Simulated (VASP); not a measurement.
Mo:

```
Mo
1.0
    -1.57342    1.57342    1.57342
     1.57342   -1.57342    1.57342
     1.57342    1.57342   -1.57342
Mo
1
Cartesian
  0.0000 0.0000 0.0000
```

- Program: VASP 6.6.1
- Task: relaxation of cell and atoms
- Functional: PBE
- Potentials or basis: VASP PAW PBE potentials, release 64 (Mo_sv)
- Cutoff: 520 eV
- k mesh: 18 × 18 × 18
- Occupations: gaussian, width 0.1 eV
- Spin: no spin polarisation

At the start: pressure 4.0 GPa; volume 15.58 Å³/atom.

**Question.** Where does the relaxation end?

**Answer.** Over 4 steps the energy falls by 2.9 meV/atom and the volume is 15.81 Å³/atom (+1.5 %); space group Im-3m (No. 229, to 0.05 Å).

The path:
| step | energy change (eV) | largest force (eV/Å) | pressure (GPa) | volume (Å³) |
| --- | --- | --- | --- | --- |
| 1 | 0.0000 | 0.0000 | 4.00 | 15.58 |
| 2 | 0.0178 | 0.0000 | -9.68 | 16.47 |
| 3 | -0.0029 | 0.0000 | -0.04 | 15.82 |
| 4 | -0.0029 | 0.0000 | 0.02 | 15.81 |

Final structure:
```
CELL_PARAMETERS angstrom
-1.58121 1.58121 1.58121
1.58121 -1.58121 1.58121
1.58121 1.58121 -1.58121
ATOMIC_POSITIONS crystal
Mo 0.00000 0.00000 0.00000
```
